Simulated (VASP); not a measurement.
# Mg5Cd3O8 (P4/mmm) in VASP: further runs

The runs below take Mg5Cd3O8 through relaxation of cell and atoms, single point, with PBEsol, HSE06.

All numbers are computed with VASP 6.6.1; they aren't measurements. Logs are shortened: lines on timing, memory, paths and dates and some standing lists are left out, and cuts for length are marked.

## Step 1: Starting point

Symmetry: P4/mmm, No. 123, tetragonal system. The conventional cell has a = 3.106 Å, b = 3.106 Å, c = 17.480 Å, α = 90.00°, β = 90.00°, γ = 90.00°. Cd (site symmetry 4mm) is surrounded by 6 O at 2.20 to 2.36 Å. Cd (site symmetry 4/mmm) has 6 O at 2.20 to 2.36 Å as nearest neighbours. Around Mg (site symmetry 4mm) lie 6 O at 2.08 to 2.22 Å. Around Mg (site symmetry 4mm) lie 6 O at 2.08 to 2.20 Å. Mg (site symmetry 4/mmm) has 6 O at 2.08 to 2.20 Å as nearest neighbours. O (site symmetry 4mm) is surrounded by 5 Cd at 2.20 to 2.36 Å and 1 Mg at 2.22 Å. O (site symmetry 4/mmm) has 6 Cd at 2.20 to 2.36 Å as nearest neighbours. O (site symmetry 4mm) has 5 Mg at 2.08 to 2.20 Å and 1 Cd at 2.22 Å as nearest neighbours.

The cell comes from a database or a generator and needn't be the stable form of this composition.

## Step 2: Relaxation of cell and atoms, PBEsol

The input, INCAR:

```
SYSTEM = Mg5Cd3O8
PREC     = Accurate       ! precision mode
ENCUT    = 600            ! plane-wave cutoff, eV
EDIFF    = 1E-6           ! SCF threshold, eV
ISMEAR   = -1             ! smearing method
SIGMA    = 0.05           ! smearing width, eV
LREAL    = .FALSE.        ! projectors in reciprocal space
LASPH    = .TRUE.         ! aspherical terms in the spheres
NELM     = 60             ! most SCF steps
ALGO     = Normal         ! electronic algorithm
ISIF     = 3              ! what is computed and relaxed
LWAVE    = .FALSE.        ! write WAVECAR
LCHARG   = .FALSE.        ! write CHGCAR
GGA      = PS             ! functional
IBRION   = 2              ! ionic algorithm
NSW      = 40             ! ionic steps
EDIFFG   = -0.005         ! ionic threshold
KPAR     = 8
```

The input, KPOINTS:

```
regular mesh
0
G
  8 8 2
  0 0 0
```

The input, POSCAR:

```
Mg5Cd3O8
1.0
    3.1059665364      0.0000000000      0.0000000000
    0.0000000000      3.1059665364      0.0000000000
    0.0000000000      0.0000000000     17.4800000000
Cd Mg O
3 5 8
Direct
    0.0000000000      0.0000000000      0.0000000000
    0.5000000000      0.5000000000      0.1350114400
    0.0000000000      0.0000000000      0.2700228800
    0.5000000000      0.5000000000      0.3970251700
    0.0000000000      0.0000000000      0.5160183100
    0.5000000000      0.5000000000      0.6350114400
    0.0000000000      0.0000000000      0.7540045800
    0.5000000000      0.5000000000      0.8729977100
    0.5000000000      0.5000000000      0.0000000000
    0.0000000000      0.0000000000      0.1350114400
    0.5000000000      0.5000000000      0.2700228800
    0.0000000000      0.0000000000      0.3970251700
    0.5000000000      0.5000000000      0.5160183100
    0.0000000000      0.0000000000      0.6350114400
    0.5000000000      0.5000000000      0.7540045800
    0.0000000000      0.0000000000      0.8729977100
```

Potentials or basis: VASP PAW PBE potentials, release 64 (Cd, Mg, O).

Launch:

```sh
cat potpaw_PBE.64/Cd/POTCAR potpaw_PBE.64/Mg/POTCAR potpaw_PBE.64/O/POTCAR > POTCAR
mpirun -np 8 vasp_std > vasp.out
```

OUTCAR:

```text
SYSTEM = Mg5Cd3O8
   PREC = Accurate
   ENCUT = 600
   EDIFF = 1E-6
   ISMEAR = -1
   LREAL = .FALSE.
   LASPH = .TRUE.
   NELM = 60
   ISIF = 3
   GGA = PS
   IBRION = 2
   NSW = 40
   EDIFFG = -0.005

 ion  position               nearest neighbor table
   1  0.000  0.000  0.000-   9 2.20   9 2.20   9 2.20   9 2.20  16 2.22  10 2.36   8 3.12   8 3.12
                             8 3.12   8 3.12   2 3.22   2 3.22   2 3.22   2 3.22
   2  0.500  0.500  0.135-  10 2.20  10 2.20  10 2.20  10 2.20  11 2.36   9 2.36   3 3.22   3 3.22
                             1 3.22   3 3.22   1 3.22   1 3.22   3 3.22   1 3.22
   3  0.000  0.000  0.270-  11 2.20  11 2.20  11 2.20  11 2.20  12 2.22  10 2.36   4 3.12   4 3.12
                             4 3.12   4 3.12   2 3.22   2 3.22   2 3.22   2 3.22
   4  0.500  0.500  0.397-  13 2.08  12 2.20  12 2.20  12 2.20  12 2.20  11 2.22   5 3.02   5 3.02
                             5 3.02   5 3.02   3 3.12   3 3.12   3 3.12   3 3.12
   5  0.000  0.000  0.516-  14 2.08  12 2.08  13 2.20  13 2.20  13 2.20  13 2.20   6 3.02   6 3.02
                             6 3.02   6 3.02   4 3.02   4 3.02   4 3.02   4 3.02
   6  0.500  0.500  0.635-  13 2.08  15 2.08  14 2.20  14 2.20  14 2.20  14 2.20   5 3.02   5 3.02
                             5 3.02   5 3.02   7 3.02   7 3.02   7 3.02   7 3.02
   7  0.000  0.000  0.754-  16 2.08  14 2.08  15 2.20  15 2.20  15 2.20  15 2.20   8 3.02   8 3.02
                             8 3.02   8 3.02   6 3.02   6 3.02   6 3.02   6 3.02
   8  0.500  0.500  0.873-  15 2.08  16 2.20  16 2.20  16 2.20  16 2.20   9 2.22   7 3.02   7 3.02
                             7 3.02   7 3.02   1 3.12   1 3.12   1 3.12   1 3.12
   9  0.500  0.500  0.000-   1 2.20   1 2.20   1 2.20   1 2.20   8 2.22   2 2.36
  10  0.000  0.000  0.135-   2 2.20   2 2.20   2 2.20   2 2.20   3 2.36   1 2.36
  11  0.500  0.500  0.270-   3 2.20   3 2.20   3 2.20   3 2.20   4 2.22   2 2.36
  12  0.000  0.000  0.397-   5 2.08   4 2.20   4 2.20   4 2.20   4 2.20   3 2.22
  13  0.500  0.500  0.516-   6 2.08   4 2.08   5 2.20   5 2.20   5 2.20   5 2.20
  14  0.000  0.000  0.635-   5 2.08   7 2.08   6 2.20   6 2.20   6 2.20   6 2.20
  15  0.500  0.500  0.754-   8 2.08   6 2.08   7 2.20   7 2.20   7 2.20   7 2.20
  16  0.000  0.000  0.873-   7 2.08   8 2.20   8 2.20   8 2.20   8 2.20   1 2.22

  LATTYP: Found a simple tetragonal cell.
 ALAT       =     3.1059665364
 C/A-ratio  =     5.6278777621

  Lattice vectors:

 A1 = (   3.1059665364,   0.0000000000,   0.0000000000)
 A2 = (   0.0000000000,   3.1059665364,   0.0000000000)
 A3 = (   0.0000000000,   0.0000000000,  17.4800000000)

Analysis of symmetry for initial positions (statically):
=====================================================================
 Subroutine PRICEL returns:
 Original cell was already a primitive cell.

 Routine SETGRP: Setting up the symmetry group for a
 simple tetragonal supercell.

 Subroutine GETGRP returns: Found 16 space group operations
 (whereof  8 operations were pure point group operations)
 out of a pool of 16 trial point group operations.

The static configuration has the point symmetry C_4v.
 The point group associated with its full space group is D_4h.

Analysis of symmetry for dynamics (positions and initial velocities):
=====================================================================
 Subroutine PRICEL returns:
 Original cell was already a primitive cell.

 Routine SETGRP: Setting up the symmetry group for a
 simple tetragonal supercell.

 Subroutine GETGRP returns: Found 16 space group operations
 (whereof  8 operations were pure point group operations)
 out of a pool of 16 trial point group operations.

The dynamic configuration has the point symmetry C_4v.
 The point group associated with its full space group is D_4h.

 Subroutine INISYM returns: Found 16 space group operations
 (whereof  8 operations are pure point group operations),
 and found     1 'primitive' translations

----------------------------------------------------------------------------------------

                                     Primitive cell

  volume of cell :     168.6301

  direct lattice vectors                    reciprocal lattice vectors
     3.105966536  0.000000000  0.000000000     0.321960970  0.000000000  0.000000000
     0.000000000  3.105966536  0.000000000     0.000000000  0.321960970  0.000000000
     0.000000000  0.000000000 17.480000000     0.000000000  0.000000000  0.057208238

  length of vectors
     3.105966536  3.105966536 17.480000000     0.321960970  0.321960970  0.057208238

[... 68 lines left out ...]
  0.375000  0.000000  0.000000      4.000000
  0.500000  0.000000  0.000000      2.000000
  0.125000  0.125000  0.000000      4.000000
[... 16 lines left out ...]
  0.375000  0.125000  0.500000      8.000000
  0.500000  0.125000  0.500000      4.000000
 [... further k-points ...]
[... 17 lines left out ...]
   NELM   =     60;   NELMIN=  2; NELMDL= -5     # of ELM steps
   EDIFF  = 0.1E-05   stopping-criterion for ELM
   LREAL  =      F    real-space projection
   EDIFFG = -.5E-02   stopping-criterion for IOM
   NSW    =     40    number of steps for IOM
   IBRION =      2    ionic relax: 0-MD 1-quasi-New 2-CG
   NFREE  =      1    steps in history (QN), initial steepest desc. (CG)
   ISIF   =      3    stress and relaxation
   ISYM   =      2    0-nonsym 1-usesym 2-fastsym
   POTIM  = 0.5000    time-step for ionic-motion
   TEBEG  =    0.0;   TEEND  =   0.0 temperature during run
   PSTRESS=    0.0 pullay stress
   NELECT =      94.0000    total number of electrons
   NUPDOWN=      -1.0000    fix difference up-down
   EMIN   =  10.00;   EMAX   =-10.00  energy-range for DOS
   EFERMI =   0.00;   METHOD = LEGACY
   ISMEAR =    -1;   SIGMA  =   0.05  broadening in eV -4-tet -1-fermi 0-gaus
   EFERMI_NEDOS =   21; number of points for ismear=-14 and -15
   IALGO  =     38    algorithm
   IMIX   =      4    mixing-type and parameters
     AMIX     =   0.40;   BMIX     =  1.00
     AMIX_MAG =   1.60;   BMIX_MAG =  1.00
  volume/ion in A,a.u.               =      10.54        71.12
  Fermi-wavevector in a.u.,A,eV,Ry     =   1.347325  2.546076 24.698457  1.815285
  Thomas-Fermi vector in A             =   2.475085
   LORBIT       =      0    0 simple, 1 ext, 2 COOP (PROOUT), +10 PAW based schemes
   GGA     = PS    functional components
   LHFCALC =     F    Hartree Fock is set to
   AEXX    =    0.0000 exact exchange contribution
   IVDW    =     0    specifies the selected vdW correction
   LEPSILON=     F    determine dielectric tensor
   LRPA    =     F    only Hartree local field effects (RPA)
 conjugate gradient relaxation of ions
 non-spin polarized calculation
  energy-cutoff  :      600.00
  volume of cell :      168.63
 maximum number of plane-waves:      5680
 NGX is ok and might be reduce to    28
   NGX = 13   NGY = 13   NGZ = 69

--------------------------------------- Ionic step        1  -------------------------------------------

 number of electron      94.0000018 magnetization

 Free energy of the ion-electron system (eV)
  ---------------------------------------------------
  ext. energy  EPLUGINS =         0.00000000
  ---------------------------------------------------
  free energy    TOTEN  =       -86.48187065 eV

  energy without entropy =      -86.48174000  energy(sigma->0) =      -86.48180532

------------------------ aborting loop because EDIFF is reached ----------------------------------------

  FORCE on cell =-STRESS in cart. coord.  units (eV):
  Direction    XX          YY          ZZ          XY          YZ          ZX
  --------------------------------------------------------------------------------------
  -------------------------------------------------------------------------------------
  Total        7.8071752      7.8071752      6.2979753      0.0000000      0.0000000      0.0000000
  in kB       74.1770459     74.1770459     59.8379301      0.0000000      0.0000000      0.0000000
  external PRESSURE =      69.3973406 kB  Pullay stress =       0.0000000 kB
[... 131 lines left out ...]
  FREE ENERGIE OF THE ION-ELECTRON SYSTEM (eV)
  ---------------------------------------------------
  free  energy   TOTEN  =       -86.7271123097 eV

  energy  without entropy=      -86.7269761100  energy(sigma->0) =      -86.72704421

[... ionic steps 4 to 13 ...]

--------------------------------------- Ionic step       14  -------------------------------------------

 number of electron      93.9999984 magnetization

------------------------ aborting loop because EDIFF is reached ----------------------------------------
[... 95 lines left out ...]
--------------------------------------- Ionic step       16  -------------------------------------------

 number of electron      93.9999984 magnetization

 Free energy of the ion-electron system (eV)
  ---------------------------------------------------
  ext. energy  EPLUGINS =         0.00000000
  ---------------------------------------------------
  free energy    TOTEN  =       -86.86728678 eV

  energy without entropy =      -86.86637432  energy(sigma->0) =      -86.86683055

 E-fermi :   3.3163     XC(G=0): -11.4568

 val. band max:        3.1194867653   @ k =   0.5000   0.0000   0.5000
 cond. band min:       3.4175041438   @ k =   0.0000   0.0000   0.0000
 fundamental gap:      0.2980173785
 Fermi energy:         3.3162613183

 k-point     1 :       0.0000    0.0000    0.0000
  band No.  band energies     occupation
      1     -15.2340      2.00000
      2     -14.8096      2.00000
      3     -14.7371      2.00000
      4     -14.3700      2.00000
      5     -14.0811      2.00000
      6     -13.7428      2.00000
[... 1405 lines left out ...]
     55      10.6621      0.00000
     56      10.9137      0.00000

 [... further k-points ...]

------------------------ aborting loop because EDIFF is reached ----------------------------------------

  FORCE on cell =-STRESS in cart. coord.  units (eV):
  Direction    XX          YY          ZZ          XY          YZ          ZX
  --------------------------------------------------------------------------------------
  -------------------------------------------------------------------------------------
  Total       -0.0086231     -0.0086231      0.0043665      0.0000000     -0.0000000      0.0000000
  in kB       -0.0786373     -0.0786373      0.0398200      0.0000000     -0.0000000      0.0000000
  external PRESSURE =      -0.0391515 kB  Pullay stress =       0.0000000 kB
[... 31 lines left out ...]
  FREE ENERGIE OF THE ION-ELECTRON SYSTEM (eV)
  ---------------------------------------------------
  free  energy   TOTEN  =       -86.8672867821 eV

  energy  without entropy=      -86.8663743233  energy(sigma->0) =      -86.86683055

 reached required accuracy - stopping structural energy minimisation
```

It took 14 min on 8 MPI ranks of Intel Xeon Platinum 8488C (Sapphire Rapids), shared host; peak memory 0.56 GiB.

Results:

- Free energy: -86.8673 eV
- Relaxed volume: 10.98 Å³/atom
- Relaxed cell: a = 3.148 Å, b = 3.148 Å, c = 17.729 Å, α = 90.00°, β = 90.00°, γ = 90.00°
- Space group after relaxing (to 0.05 Å): P4/mmm (No. 123)
- Energy gained by relaxing: 24.1 meV/atom
- Ionic steps: 16
- Pressure after relaxing: 0.0 GPa
- Band gap on the k mesh: 0.30 eV, indirect (least direct gap 1.11 eV)

Forces on the atoms (eV/Å):
```
Cd   0.000  0.000  0.000
Cd   0.000  0.000  0.000
Cd   0.000  0.000  0.000
Mg   0.000  0.000 -0.001
Mg   0.000  0.000 -0.003
Mg   0.000  0.000  0.000
Mg   0.000  0.000  0.003
Mg   0.000  0.000  0.001
O    0.000  0.000  0.002
O    0.000  0.000  0.000
O    0.000  0.000 -0.002
O    0.000  0.000  0.001
O    0.000  0.000  0.000
O    0.000  0.000  0.000
O    0.000  0.000  0.000
O    0.000  0.000 -0.001
```

Step by step:
| step | energy change (eV) | largest force (eV/Å) | pressure (GPa) | volume (Å³) |
| --- | --- | --- | --- | --- |
| 1 | 0.0000 | 1.2100 | 6.94 | 168.63 |
| 2 | -0.1974 | 0.4653 | -3.77 | 180.02 |
| 3 | -0.2452 | 0.4695 | -0.78 | 176.36 |
| 4 | -0.2813 | 0.3241 | -0.35 | 175.77 |
| 5 | -0.3073 | 0.4080 | 0.63 | 174.62 |
| 6 | -0.3322 | 0.3075 | 0.33 | 174.97 |
| 7 | -0.3535 | 0.1978 | -0.27 | 175.86 |
| 8 | -0.3754 | 0.1530 | -0.06 | 175.63 |
| 9 | -0.3837 | 0.1033 | 0.27 | 175.37 |
| 10 | -0.3846 | 0.0601 | -0.27 | 176.00 |
| 11 | -0.3849 | 0.0452 | -0.10 | 175.79 |
| 12 | -0.3853 | 0.0207 | -0.02 | 175.70 |
| 13 | -0.3853 | 0.0273 | 0.01 | 175.66 |
| 14 | -0.3854 | 0.0066 | 0.01 | 175.67 |
| 15 | -0.3854 | 0.0070 | 0.01 | 175.67 |
| 16 | -0.3854 | 0.0027 | 0.00 | 175.69 |

Final structure:
```
Cd Mg O
1.0
     3.14798    0.00000    0.00000
     0.00000    3.14798    0.00000
     0.00000    0.00000   17.72889
Cd Mg O
3 5 8
Direct
  0.00000 0.00000 0.99557
  0.50000 0.50000 0.13501
  0.00000 0.00000 0.27446
  0.50000 0.50000 0.40357
  0.00000 0.00000 0.52019
  0.50000 0.50000 0.63501
  0.00000 0.00000 0.74984
  0.50000 0.50000 0.86645
  0.50000 0.50000 0.98973
  0.00000 0.00000 0.13501
  0.50000 0.50000 0.28030
  0.00000 0.00000 0.40561
  0.50000 0.50000 0.51971
  0.00000 0.00000 0.63501
  0.50000 0.50000 0.75031
  0.00000 0.00000 0.86441
```

Levels at points of the mesh, in eV from the valence-band top:
```
           k point  band 43  band 44  band 45  band 46  band 47  band 48  band 49  band 50  band 51  band 52
(0.00, 0.00, 0.00)    -1.27    -1.09    -1.09    -0.81    -0.81     0.30     2.30     2.99     4.01     5.05
(0.50, 0.00, 0.00)    -1.37    -0.76    -0.40    -0.01     0.00     3.97     4.26     5.05     6.32     6.40
(0.50, 0.50, 0.00)    -2.27    -2.23    -2.10    -1.87    -1.87     3.84     4.38     5.31     8.31     8.31
(0.00, 0.00, 0.50)    -1.52    -1.09    -1.09    -0.81    -0.81     0.39     2.14     3.18     3.94     5.02
(0.50, 0.00, 0.50)    -1.26    -0.81    -0.40    -0.01     0.00     3.97     4.26     5.04     6.24     6.50
(0.50, 0.50, 0.50)    -2.27    -2.18    -2.13    -1.87    -1.87     3.84     4.39     5.30     8.06     8.30
```

Caveat: the PAW data sets were made with another functional, which shifts forces and pressure a little.

## Step 3: Single point, HSE06

This run uses another cell than the first one, of 10.98 Å³/atom, 1.042 times its volume.

The input, POSCAR:

```
Mg5Cd3O8                                
1.0
    3.1479808438     -0.0000000000      0.0000000000
   -0.0000000000      3.1479808438      0.0000000000
   -0.0000000000     -0.0000000000     17.7288901081
  Cd              Mg              O             
     3     5     8
Direct
     1.0000000000000000    0.0000000000000000    0.9955675315644568
     0.5000000000000000    0.5000000000000000    0.1350114399999995
     0.0000000000000000    0.0000000000000000    0.2744553484355423
     0.5000000000000000    0.5000000000000000    0.4035729184289106
     0.0000000000000000    0.0000000000000000    0.5201876749430688
     0.5000000000000000    0.5000000000000000    0.6350114399999995
     0.0000000000000000    1.0000000000000000    0.7498352150569311
     0.5000000000000000    0.5000000000000000    0.8664499615710887
     0.5000000000000000    0.5000000000000000    0.9897267352159105
     0.0000000000000000    0.0000000000000000    0.1350114399999995
     0.5000000000000000    0.5000000000000000    0.2802961447840887
     0.0000000000000000    0.0000000000000000    0.4056114335278097
     0.5000000000000000    0.5000000000000000    0.5197140955714863
     0.0000000000000000    0.0000000000000000    0.6350114399999995
     0.5000000000000000    0.5000000000000000    0.7503087944285136
     0.0000000000000000    1.0000000000000000    0.8644114464721893
```

The input, INCAR.step1:

```
PREC = Accurate
ENCUT = 520
EDIFF = 1E-5
ISMEAR = -1
SIGMA = 0.05
LREAL = False
LASPH = True
NELM = 60
ALGO = Normal
ISIF = 2
LWAVE = True
GGA = PE
```

The input, INCAR.step2:

```
PREC = Accurate
ENCUT = 520
EDIFF = 1E-6
ISMEAR = -1
SIGMA = 0.05
LREAL = False
LASPH = True
NELM = 60
ALGO = Normal
ISIF = 2
LWAVE = False
LCHARG = True
GGA = PE
LHFCALC = True
HFSCREEN = 0.2
PRECFOCK = Fast
LELF = True
LVHAR = True
ISTART = 1
```

The input, KPOINTS:

```
Automatic mesh
0
Gamma
  4 4 1
```

Potentials or basis: VASP PAW PBE potentials, release 64 (Cd, Mg, O).

Launch:

```sh
cat potpaw_PBE.64/Cd/POTCAR potpaw_PBE.64/Mg/POTCAR potpaw_PBE.64/O/POTCAR > POTCAR
cp INCAR.step1 INCAR
mpirun -np 8 vasp_std > vasp.out
cp INCAR.step2 INCAR
mpirun -np 8 vasp_std > vasp.out
```

It took 18 min on 8 MPI ranks of Intel Xeon Platinum 8488C (Sapphire Rapids), shared host; peak memory 0.3 GiB.

The run converged. Its results:

```
Free energy            : -99.8066 eV
Pressure               : 0.1 GPa
Largest force          : 0.140 eV/Å
Band gap on the k mesh : 1.61 eV, indirect (least direct gap 2.40 eV)
```

Forces on the atoms (eV/Å):
```
Cd   0.000  0.000 -0.140
Cd   0.000  0.000  0.000
Cd   0.000  0.000  0.140
Mg   0.000  0.000  0.114
Mg   0.000  0.000 -0.003
Mg   0.000  0.000  0.000
Mg   0.000  0.000  0.003
Mg   0.000  0.000 -0.114
O    0.000  0.000  0.036
O    0.000  0.000  0.000
O    0.000  0.000 -0.036
O    0.000  0.000 -0.011
O    0.000  0.000 -0.003
O    0.000  0.000  0.000
O    0.000  0.000  0.003
O    0.000  0.000  0.011
```

Stress tensor (GPa, compression positive):
```
 0.37  0.00  0.00
 0.00  0.37  0.00
 0.00  0.00 -0.38
```

Levels at points of the mesh, in eV from the valence-band top:
```csv
k point,band 45,band 46,band 47,band 48,band 49,band 50
"(0.00, 0.00, 0.00)",-1.10,-0.79,-0.79,1.61,3.85,4.73
"(0.50, 0.00, 0.00)",-0.47,-0.01,0.00,5.58,5.90,6.82
"(0.50, 0.50, 0.00)",-2.17,-1.94,-1.94,5.67,6.31,7.31
```

Caveat: the k mesh is coarse (spacing up to 0.50 Å⁻¹), so the values aren't converged, least of all with exact exchange; the PAW data sets were made with another functional, which shifts forces and pressure a little; an odd mesh through Γ misses points on the zone boundary, where band edges often lie.
